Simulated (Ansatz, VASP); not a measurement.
## TiTeS (1T-TiSTe, 2 layers, AB): VASP beside Ansatz

Wanted: the spread between two codes on one cell, functional and k mesh.

Method: plane waves, with VASP 6.6.1 beside it; single point at r2SCAN, in Ansatz 0.2.0.

**1. The starting structure**

The cell holds 6 atoms: 2 Te, 2 Ti and 2 S. Cell: a = 3.580 Å, b = 3.580 Å, c = 26.893 Å, α = 90.0°, β = 90.0°, γ = 120.0°. Vacuum lies along c.

**2. Ansatz: single point, r2SCAN**

Ansatz runs on its default PAW (the set named soft_2) files.

With cell and atoms fixed, the geometry can't cause a difference; cores, projectors, grids and the points listed under the comparison can.

Input file input.yaml:

```yaml
crystal:
  lattice:
    - [3.58, 0.0, 0.0]
    - [-1.79, 3.1003709455, 0.0]
    - [0.0, 0.0, 26.893498658]
  atoms:
    - { symbol: Te, position: [0.6666666667, 0.3333333333, 0.3202821404] }
    - { symbol: Te, position: [0.0, 0.0, 0.5633061727] }
    - { symbol: Ti, position: [0.0, 0.0, 0.3897637378] }
    - { symbol: Ti, position: [0.3333333333, 0.6666666667, 0.6329160368] }
    - { symbol: S, position: [0.3333333333, 0.6666666667, 0.4351988176] }
    - { symbol: S, position: [0.6666666667, 0.3333333333, 0.6780030583] }
hamiltonian:
  xc: r2scan
  pseudopotentials: { kind: paw }
kpoints:
  mp_grid: { grid: [9, 9, 1] }
scf:
  occupations: { method: fermi_dirac, width: 0.05 }
  n_extra_bands: 5
efield:
  axis: 3
  dipole_correction: true
  ramp_width: 0.04
output:
  forces: true
  eigenvalues: true
```

Command:

```bash
ansatz run input.yaml --threads 4 --pin off --max-ram 9216MiB --backend cpu --events-out ev --progress --plain --runs-dir out
```

Numbers of over 12 decimals in the logs are rounded to 6 here.

The log of the run:

```text
scf.n_extra_bands = 5 over 34 filled bands (N_el = 68.0): the run solves 39 bands
Engine: ansatz 0.2.0, aarch64-unknown-linux-gnu
Pseudopotentials: kind: paw
Pseudopotential: Te, paw, valence charge 16, recommended cutoff 500 eV (meta_gga), Te.paw.azcp
Pseudopotential: Ti, paw, valence charge 12, recommended cutoff 500 eV (meta_gga), Ti.paw.azcp
Pseudopotential: S, paw, valence charge 6, recommended cutoff 500 eV (meta_gga), S.paw.azcp
Functional definition: r2SCAN
  parameter k0 = 0.174
  parameter k1 = 0.065
  parameter a1 = 4.9479
  exchange = r2scan_x(k0 = k0, k1 = k1, a1 = a1)
  correlation = r2scan_c
Crystal: 6 atoms, lattice volume = 298.500 Å³
Basis set: ecut = 500 eV, 7671 PW (Γ), exchange–correlation on 108×108×800 points (64 copies of the dense FFT grid, shifted against one another)
Bands: 39, of which v1, the nominal top of the filled ones, is band 34 counted from 1 (33 counted from 0)
Symmetry: 6 space group operations
Space group: P3m1 (ITA 156), of the structure as read, at distance tolerance 6.7e-5 Å
k-points: 12 of 81 (time reversal used)
Non-local potential: Te, projectors of the file, l = 0: 2, l = 1: 2, l = 2: 2, l = 3: 2
Non-local potential: Ti, projectors of the file, l = 0: 3, l = 1: 2, l = 2: 3, l = 3: 1
Non-local potential: S, projectors of the file, l = 0: 2, l = 1: 2, l = 2: 2
PAW form: soft (Blöchl's): semilocal exchange-correlation on the pseudo side does not see the compensation charge
PAW frozen core: Te, regenerated for the run's functional (the file was generated under x = pbe(κ = 0.804, μ = 0.219515), c = pbe(β = 0.066725))
PAW frozen core: Ti, regenerated for the run's functional (the file was generated under x = pbe(κ = 0.804, μ = 0.219515), c = pbe(β = 0.066725))
PAW frozen core: S, regenerated for the run's functional (the file was generated under x = pbe(κ = 0.804, μ = 0.219515), c = pbe(β = 0.066725))
PAW one-centre angular grid: Te, 590 points (default); XC on 160 Gauss nodes
PAW one-centre angular grid: Ti, 590 points (default); XC on 160 Gauss nodes
PAW one-centre angular grid: S, 302 points (default); XC on 160 Gauss nodes
Initial density: superposition of atomic densities (neutral atoms: chi_scale 0, normalization atom), corrected by the library's trained network
Initial wavefunctions: pseudopotential atomic-orbital guess
Functional: x = r2scan, c = r2scan; τ floored in thin density (d = 2e-4 eV/Å³)
SCF iter   1: F=—  HF=-20817.100446 eV  |F-HF|=—  |Δ(HF+E_count)|=         —  Δρ=1.30e-2  dr2=2.01e0  dr2_τ=5.51e-2  ethr=1.77e-3  p=-0.078 e·Å  D=-4.75e-2 V/Å  ΔV_dip=1.28 eV  dr2_dipole=6.94e-1  V_vac-E_F(+/−)=5.35/4.07 eV  ⟨swp⟩=7.3  Hψ=1937  notcnv=0
efield: sawtooth ramp at fractional position 0.9791 (placed from the atoms, in the widest stretch of the axis that holds none; the zero of the levels goes with the place), width 0.0400; the density the first Hamiltonian is built on has a dipole p = -0.078 e·Å; the dipole correction subtracts the counter field D = -4.75e-2 V/Å, which shifts the + side's vacuum level by +1.28 eV against the − side's; the planar-averaged density in the ramp window peaks in size at 1.7e-5 e/Å³
preconditioner: auto → LDOS  [metal: Δε(μ)=0.071 eV  Ē_g=6.738 eV  σ=0.050 eV  W_gap=0.32  n_scr=48 (ndim 8)  ℏωp=12.2 eV  f_vac=0.516  D(μ)=2.05/eV (n_scr^D=8)  β→1.0]
SCF iter   2: F=—  HF=-20817.696713 eV  |F-HF|=—  |Δ(HF+E_count)|=   5.96e-1  Δρ=2.47e-2  dr2=8.35e0  dr2_τ=1.27e-1  ethr=1.77e-3  p=0.073 e·Å  D=4.42e-2 V/Å  ΔV_dip=-1.19 eV  dr2_dipole=2.47e0  V_vac-E_F(+/−)=5.40/6.59 eV  ⟨swp⟩=3.9  Hψ=1117  notcnv=0  recentre
SCF iter   3: F=—  HF=-20817.086807 eV  |F-HF|=—  |Δ(HF+E_count)|=   6.10e-1  Δρ=4.66e-3  dr2=4.07e-1  dr2_τ=1.05e-3  ethr=1.77e-3  p=-0.061 e·Å  D=-3.69e-2 V/Å  ΔV_dip=0.99 eV  dr2_dipole=1.70e-1  V_vac-E_F(+/−)=5.27/4.28 eV  ⟨swp⟩=3.6  Hψ=1161  notcnv=0
SCF iter   4: F=—  HF=-20817.056654 eV  |F-HF|=—  |Δ(HF+E_count)|=   3.02e-2  Δρ=1.62e-3  dr2=4.49e-2  dr2_τ=3.00e-4  ethr=5.99e-4  p=-0.031 e·Å  D=-1.90e-2 V/Å  ΔV_dip=0.51 eV  dr2_dipole=1.82e-2  V_vac-E_F(+/−)=5.22/4.71 eV  ⟨swp⟩=3.7  Hψ=610  notcnv=0
SCF iter   5: F=—  HF=-20817.056230 eV  |F-HF|=—  |Δ(HF+E_count)|=   4.24e-4  Δρ=5.69e-4  dr2=2.36e-3  dr2_τ=1.05e-4  ethr=6.60e-5  p=-0.025 e·Å  D=-1.49e-2 V/Å  ΔV_dip=0.40 eV  dr2_dipole=9.85e-5  V_vac-E_F(+/−)=5.18/4.78 eV  ⟨swp⟩=4.0  Hψ=749  notcnv=0
SCF iter   6: F=—  HF=-20817.056025 eV  |F-HF|=—  |Δ(HF+E_count)|=   2.05e-4  Δρ=1.60e-4  dr2=2.05e-4  dr2_τ=5.91e-6  ethr=3.47e-6  p=-0.024 e·Å  D=-1.47e-2 V/Å  ΔV_dip=0.39 eV  dr2_dipole=5.95e-5  V_vac-E_F(+/−)=5.18/4.78 eV  ⟨swp⟩=2.1  Hψ=684  notcnv=0
SCF iter   7: F=—  HF=-20817.056038 eV  |F-HF|=—  |Δ(HF+E_count)|=   1.26e-5  Δρ=5.36e-5  dr2=8.54e-6  dr2_τ=6.76e-7  ethr=3.01e-7  p=-0.024 e·Å  D=-1.44e-2 V/Å  ΔV_dip=0.39 eV  dr2_dipole=5.11e-8  V_vac-E_F(+/−)=5.17/4.79 eV  ⟨swp⟩=2.0  Hψ=618  notcnv=0
SCF iter   8: F=—  HF=-20817.056008 eV  |F-HF|=—  |Δ(HF+E_count)|=   2.98e-5  Δρ=1.97e-5  dr2=1.65e-6  dr2_τ=4.73e-8  ethr=1.26e-8  p=-0.024 e·Å  D=-1.44e-2 V/Å  ΔV_dip=0.39 eV  dr2_dipole=3.40e-7  V_vac-E_F(+/−)=5.18/4.79 eV  ⟨swp⟩=2.7  Hψ=700  notcnv=0
SCF iter   9: F=—  HF=-20817.056009 eV  |F-HF|=—  |Δ(HF+E_count)|=   9.07e-7  Δρ=9.27e-6  dr2=1.22e-6  dr2_τ=1.04e-8  ethr=2.42e-9  p=-0.024 e·Å  D=-1.44e-2 V/Å  ΔV_dip=0.39 eV  dr2_dipole=4.52e-7  V_vac-E_F(+/−)=5.18/4.79 eV  ⟨swp⟩=2.1  Hψ=682  notcnv=0
SCF iter  10: F=-20817.056009 eV  HF=-20817.056009 eV  |F-HF|=2.49e-9  |Δ(HF+E_count)|=   2.99e-8  Δρ=1.72e-6  dr2=1.42e-8  dr2_τ=4.47e-10  ethr=1.47e-10  p=-0.024 e·Å  D=-1.45e-2 V/Å  ΔV_dip=0.39 eV  dr2_dipole=3.33e-9  V_vac-E_F(+/−)=5.18/4.79 eV  ⟨swp⟩=7.5  Hψ=2138  notcnv=0
SCF 1 converged in 10 iterations: F = -20817.056009 eV  dr2 = 1.42e-8
  greatest PAW one-centre occupation: 1.000 electrons in one spin orbital (limit 2), on the Ti atom at site 2 (counted from 0), in its partial waves of l = 1
SCF converged after 10 iterations
Free energy (F): -20817.056009 eV
Harris-Foulkes:  -20817.056009 eV  (|F-HF|=2.49e-9)
Internal energy: -20817.042127 eV  (E = F + TS)
E sigma→0 (E₀):  -20817.049068 eV
Entropy (-TS):   -0.013881 eV (-2.314 meV/atom)
Fermi energy:    1.712800 eV
Dipole field:    D = -0.014405 V/Å  (p = -0.023763 e·Å, saw-weighted, corrected)
Work function:   Φ+ = 5.1747 eV   Φ− = 4.7873 eV
Levels:          The Fermi level and band energies are counted from a zero that moves with the ramp; work functions are not
--- Per-component energies (eV) ---
  E_band       = -1479.470704
  E_kinetic    = 1119.646038
  E_local      = -56243.766043  (includes V_loc(G=0)·N_el)
  E_nonlocal   = -550.928392
  E_hartree    = 27993.494530
  E_xc         = -601.655391
  E_vxc        = -680.614081  (∫ρ·V_xc dr)
  E_paw        = -12704.346818  (= ΣΔE_a)
  E_vpaw       = -1151.463823  (= ΣTr[D̂ρ^β])
  E_aug_tail   = 0.000112  (compensation charges beyond the density's cutoff)
  E_vtau       = 41.002915  (kinetic-family band-sum trace: ∫τ·v_τ [+ j·A + Jᵃ·Aᵃ] dr)
  E_efield     = 0.000171  (sawtooth field / dipole correction)
  E_vefield    = -0.330089  (∫n·V_field dr)
  E_ewald      = 20170.670401
  E_core_change = -0.156737  (= ΣΔE_core)
  E_smearing   = -0.013881  (= −TS)
  E_closure    = 0.000000  (closes the sum)
  Σ components = -20817.056009   (vs F -20817.056009, Δ=0.00e0)
--- Forces (eV/Å), atoms counted from 1 ---
  atom   1  Te    -0.00000000     0.00000000    -0.06115067
  atom   2  Te    -0.00000000    -0.00000000    -0.02743694
  atom   3  Ti    -0.00000000    -0.00000000     0.01277917
  atom   4  Ti    -0.00000000    -0.00000000     0.04626748
  atom   5  S     -0.00000000    -0.00000000    -0.00049533
  atom   6  S     -0.00000000    -0.00000000     0.02998756
  max |Σ_I F_I| component: 4.87e-5 eV/Å
--- Band table (eV; the first three rows and the last of 12) ---
  k-point 0: bands = [... 30 lower, 1.9197, 1.9197, 1.9242, 1.9242, 2.5075, 2.5075, 2.5734, 2.5734, ... 1 higher]
  k-point 1: bands = [... 30 lower, 1.0705, 1.1232, 1.5071, 1.5361, 2.2356, 2.2760, 2.8414, 2.8947, ... 1 higher]
  k-point 2: bands = [... 30 lower, -0.0657, 0.2662, 1.0218, 1.0595, 2.0218, 2.0959, 3.0090, 3.0515, ... 1 higher]
  k-point 11: bands = [... 30 lower, -1.1137, -1.1105, -0.8254, -0.7532, 2.6046, 2.6534, 2.6998, 2.7540, ... 1 higher]
```

The job ended after 7.6 s (4 threads of Arm Neoverse V2, shared host; peak memory 1.1 GiB).

The column dr2 measures how far the density is from self-consistency, as an energy; F and HF (Harris–Foulkes) agree once it is small.

**3. VASP: single point, r2SCAN**

The same cell, functional, mesh and smearing now go to VASP, with its own data sets and cutoff.

Lines of VASP's logs that name or quote its potential files are left out, and so is its time.

Input file INCAR:

```
SYSTEM = TiTeS
PREC = Normal
ENCUT = 300
EDIFF = 1E-06
NELM = 120
ISMEAR = -1
SIGMA = 0.05
LREAL = .FALSE.
ALGO = Normal
METAGGA = R2SCAN
LASPH = .TRUE.
NBANDS = 32
LORBIT = 11
LWAVE = .TRUE.
LCHARG = .TRUE.
IDIPOL = 3
LDIPOL = .TRUE.
DIPOL = 0.5 0.5 0.503
LVHAR = .TRUE.
LVACPOTAV = .TRUE.
LELF = .TRUE.
NEDOS = 1500
```

Input file POSCAR:

```
TiTeS
1.0
    3.5800000000      0.0000000000      0.0000000000
   -1.7900000000      3.1003709455      0.0000000000
    0.0000000000      0.0000000000     26.8934986580
Te Ti S
2 2 2
Direct
    0.6666666667      0.3333333333      0.3202821404
    0.0000000000      0.0000000000      0.5633061727
    0.0000000000      0.0000000000      0.3897637378
    0.3333333333      0.6666666667      0.6329160368
    0.3333333333      0.6666666667      0.4351988176
    0.6666666667      0.3333333333      0.6780030583
```

Input file KPOINTS:

```
Automatic mesh
0
Gamma
9 9 1
0 0 0
```

Potentials, in the order of the species: Te, Ti and S (PBE family, release 64).

Command:

```bash
mpirun -np 2 vasp_std
```

The log of the run:

```text
[banner, memory and clock lines left out]
running    2 mpi-ranks, on    1 nodes
 distrk:  each k-point on    2 cores,    1 groups
 distr:  one band on    1 cores,    2 groups

 POSCAR found type information on POSCAR TeTiS
 POSCAR found :  3 types and       6 ions
|                                                                             |
|               ----> ADVICE to this user running VASP <----                  |
|                                                                             |
|     You enforced a specific xc type in the INCAR file but a different       |
|     [... a line on the potential file left out ...]
|     I HOPE YOU KNOW WHAT YOU ARE DOING!                                     |
|                                                                             |

 LDA part: xc-table for (None), standard interpolation
 POSCAR, INCAR and KPOINTS ok, starting setup
 FFT: planning ... GRIDC
 FFT: planning ... GRID_SOFT
 FFT: planning ... GRID
 WAVECAR not read
 entering main loop
       N       E                     dE             d eps       ncg     rms          rms(c)
DAV:   1     0.108602284613E+03    0.10860E+03   -0.77844E+03   768   0.503E+02
DAV:   2    -0.818557233963E+02   -0.19046E+03   -0.17548E+03   928   0.139E+02
DAV:   3    -0.108596812343E+03   -0.26741E+02   -0.26128E+02   968   0.574E+01
DAV:   4    -0.109471467782E+03   -0.87466E+00   -0.87337E+00  1000   0.122E+01
DAV:   5    -0.109493052590E+03   -0.21585E-01   -0.21583E-01  1112   0.187E+00    0.224E+01
DAV:   6    -0.102348902601E+03    0.71441E+01   -0.12880E+01   976   0.308E+01    0.158E+01
DAV:   7    -0.116975395785E+03   -0.14626E+02   -0.68167E+01  1144   0.494E+01    0.265E+01
DAV:   8    -0.101480440003E+03    0.15495E+02   -0.54860E+01  1184   0.289E+01    0.134E+01
DAV:   9    -0.996366553432E+02    0.18438E+01   -0.44049E+00   992   0.144E+01    0.280E+00
DAV:  10    -0.994827439617E+02    0.15391E+00   -0.76214E-01  1016   0.562E+00    0.215E+00
DAV:  11    -0.994509743886E+02    0.31770E-01   -0.12969E-01   928   0.231E+00    0.127E+00
DAV:  12    -0.994312966634E+02    0.19678E-01   -0.42071E-02   944   0.136E+00    0.642E-01
DAV:  13    -0.994328728546E+02   -0.15762E-02   -0.29909E-02  1112   0.811E-01    0.526E-01
DAV:  14    -0.994327810900E+02    0.91765E-04   -0.25395E-02  1048   0.127E+00    0.357E-01
[...]
DAV:  27    -0.994328773378E+02   -0.12939E-04   -0.27128E-06   840   0.129E-02    0.646E-03
DAV:  28    -0.994328882822E+02   -0.10944E-04   -0.31129E-06   832   0.100E-02    0.511E-03
DAV:  29    -0.994328919073E+02   -0.36252E-05   -0.20056E-06   832   0.599E-03    0.437E-03
DAV:  30    -0.994328944223E+02   -0.25150E-05   -0.46937E-07   720   0.404E-03    0.537E-03
DAV:  31    -0.994328983309E+02   -0.39086E-05   -0.47663E-07   672   0.459E-03    0.408E-03
DAV:  32    -0.994328949841E+02    0.33468E-05   -0.69189E-07   696   0.462E-03    0.327E-03
DAV:  33    -0.994328938844E+02    0.10997E-05   -0.25575E-07   632   0.261E-03    0.204E-03
DAV:  34    -0.994328943095E+02   -0.42511E-06   -0.22363E-07   640   0.291E-03
|                                                                             |
|           W    W    AA    RRRRR   N    N  II  N    N   GGGG   !!!           |
|           W    W   A  A   R    R  NN   N  II  NN   N  G    G  !!!           |
|           W    W  A    A  R    R  N N  N  II  N N  N  G       !!!           |
|           W WW W  AAAAAA  RRRRR   N  N N  II  N  N N  G  GGG   !            |
|           WW  WW  A    A  R   R   N   NN  II  N   NN  G    G                |
|           W    W  A    A  R    R  N    N  II  N    N   GGGG   !!!           |
|                                                                             |
|     Did not find any points to average over, which means that no vacuum     |
|     field-free region was found. Please increase the size of  your cell     |
|     in the dimension of the dipole correction to obtain accurate            |
|     workfunction values.                                                    |
|                                                                             |

   1 F= -.99432894E+02 E0= -.99425825E+02  d E =-.141379E-01
 writing wavefunctions
```

[end of part 1 of 2]

[Lines on the potential files, build, host, timing and source positions are cut from VASP's logs without a mark.]

[Logs are printed without paths, hosts, clocks, repeated set-up lines and the standing remarks that a program may print on its own settings, such as how far it seeks lower states.]

[Hosts, paths, dates, database ids (printed as entryN), source tags and the programs' standing remarks are cut or masked in the printed files.]
